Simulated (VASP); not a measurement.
# Zr: stress against strain

Zr (hcp, P6_3/mmc, 21.783 Å³/atom and stress up to 0.21 GPa in the relaxed cell, c along z) under an equal strain ε along x and y, with z held. LDA in VASP (plane waves, PAW), 480 eV, 18×18×10 Γ-centred mesh, Methfessel-Paxton smearing 0.10 eV; ions are relaxed, or left where forces stay under 0.02 eV/Å, within the symmetry of each cell. Against the start cell, which lies near the measured one, the relaxed cell differs by -6.4 % in volume and -1.1 % in c; the values below rest on it. Stress is positive for a compressed cell.

Here s stands for strain and y for stress xx.

| strain (%) | stress xx (GPa) |
|---|---|
| -1.50 | 3.51 |
| -1.00 | 2.36 |
| -0.50 | 1.27 |
| 0.00 | 0.21 |
| 0.50 | -0.84 |
| 1.00 | -1.87 |
| 1.50 | -2.89 |
| 3.00 | ? |

Taking a straight line for y over the 7 complete rows: Means: s 0, y 0.250. About the means, the sum of products is -14.885 and the sum of squares of s is 7.0000; the slope is their ratio. Least squares gives y = 0.250 - 2.1264·s. Residuals (row less fit): 0.070, -0.016, -0.043, -0.040, -0.027, 0.006, 0.050; standard error 0.049 (degrees of freedom: 5). The slope gives the elastic constants C11 + C12 = about 210 GPa.

### Question
Predict the withheld y at s = 3.00 from the fit, and compare with the calculation.

### Answer
y = 0.250 - 2.1264 × 3.0 = -6.129 GPa. The calculation gives -5.76 GPa, 0.369 GPa above the prediction (4.0 % of the range of y in the table). The row lies outside the fitted rows, so this is an extrapolation. From the scatter of the fitted rows alone, a prediction at this place has a standard error of 0.076 GPa, so the miss is 4.9 times that.

A polynomial of degree 2 through the 12 other runs of the series gives -5.70 there, so most of the miss is curvature that the fit leaves out. In a metal these values are sensitive to mesh and smearing; energies are taken to zero smearing, stresses follow the free energy. The runs aren't spin-polarised. Rows are the converged runs of the series near zero and its far end; series whose fitted rows scatter by over a few per cent of the range, as at a crossing or softening among them, aren't shown in this form, nor equations of state whose B0' disagrees with the runs' pressures. Most that stay on the fit to the last digits aren't either.
